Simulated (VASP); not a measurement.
Output of a VASP run:

**OSZICAR**
```
       N       E                     dE             d eps       ncg     rms          rms(c)
DAV:   1     0.845076618229E+02    0.84508E+02   -0.87665E+03  1222   0.166E+03
DAV:   2     0.368448438480E+01   -0.80823E+02   -0.78753E+02  1357   0.320E+02
DAV:   3    -0.205309139723E+01   -0.57376E+01   -0.57029E+01  1572   0.734E+01
DAV:   4    -0.215421881504E+01   -0.10113E+00   -0.10104E+00  1363   0.108E+01
DAV:   5    -0.215716792183E+01   -0.29491E-02   -0.29491E-02  1621   0.164E+00    0.279E+00
DAV:   6    -0.211497231547E+01    0.42196E-01   -0.67779E-02  1628   0.443E+00    0.166E+00
DAV:   7    -0.210164300301E+01    0.13329E-01   -0.45087E-02  1437   0.191E+00    0.302E-01
DAV:   8    -0.210225843401E+01   -0.61543E-03   -0.42244E-03  1487   0.903E-01    0.683E-02
DAV:   9    -0.210258250964E+01   -0.32408E-03   -0.49038E-04  1308   0.221E-01    0.279E-02
DAV:  10    -0.210262975950E+01   -0.47250E-04   -0.54069E-05  1437   0.489E-02    0.729E-03
DAV:  11    -0.210263691514E+01   -0.71556E-05   -0.11063E-05  1267   0.330E-02    0.436E-03
DAV:  12    -0.210263770866E+01   -0.79351E-06   -0.12955E-06  1397   0.880E-03    0.200E-03
DAV:  13    -0.210263749938E+01    0.20928E-06   -0.89410E-08   986   0.293E-03    0.261E-04
DAV:  14    -0.210263752498E+01   -0.25608E-07   -0.12031E-08   696   0.130E-03
   1 F= -.21026375E+01 E0= -.21026989E+01  d E =0.184174E-03
```

### OUTCAR
```
------------------------ aborting loop because EDIFF is reached ----------------------------------------
  FORCE on cell =-STRESS in cart. coord.  units (eV):
  Direction    XX          YY          ZZ          XY          YZ          ZX
  --------------------------------------------------------------------------------------
  Total       -0.5155150     -0.5155150     -0.5155150      0.0000000      0.0000000     -0.0000000
  in kB      -13.6783587    -13.6783587    -13.6783587      0.0000000      0.0000000     -0.0000000
  external PRESSURE =     -13.6783587 kB  Pullay stress =       0.0000000 kB
  volume of cell :       60.38
      direct lattice vectors                 reciprocal lattice vectors
     0.000000000  3.113837707  3.113837707    -0.160573558  0.160573558  0.160573558
     3.113837707  0.000000000  3.113837707     0.160573558 -0.160573558  0.160573558
     3.113837707  3.113837707  0.000000000     0.160573558  0.160573558 -0.160573558
  FREE ENERGIE OF THE ION-ELECTRON SYSTEM (eV)
  ---------------------------------------------------
  free  energy   TOTEN  =        -2.1026375250 eV

  energy  without entropy=       -2.1028216985  energy(sigma->0) =       -2.10269892
```
(Selected blocks of OUTCAR.)

POSCAR:
```
GaSb
1
    0.0000000000     3.1138377074     3.1138377074
    3.1138377074     0.0000000000     3.1138377074
    3.1138377074     3.1138377074     0.0000000000
Ga Sb
1 1
Direct
  0.0000000000   0.0000000000   0.0000000000
  0.2500000000   0.2500000000   0.2500000000
```

Q: Write an INCAR and KPOINTS that could have produced this output.

A: One answer among several that fit: the input of the run itself, optB86b-vdW, plane waves, VASP's PBE PAW potentials (set 64).

**INCAR**
```
! general
SYSTEM   = GaSb
PREC     = Accurate
ENCUT    = 520
LREAL    = F
LASPH    = T

! electronic loop
EDIFF    = 1E-7
NELM     = 100
ALGO     = Normal
LMAXMIX  = 4

! smearing
ISMEAR   = 1
SIGMA    = 0.1

! functional
GGA      = MK
LUSE_VDW = T
AGGAC    = 0.0
PARAM1   = 0.1234
PARAM2   = 1.0

! ions
ISIF     = 2

! output
LWAVE    = F
LCHARG   = F
```

**KPOINTS**
```
K-points
0
Gamma
 10 10 10
```

POTCAR, in this order: Ga_d Sb (PBE.64 set). Program: vasp_std.

The compound is GaSb in the zinc blende structure. This cell is one point of a volume scan, at 1.03 of the reference volume.
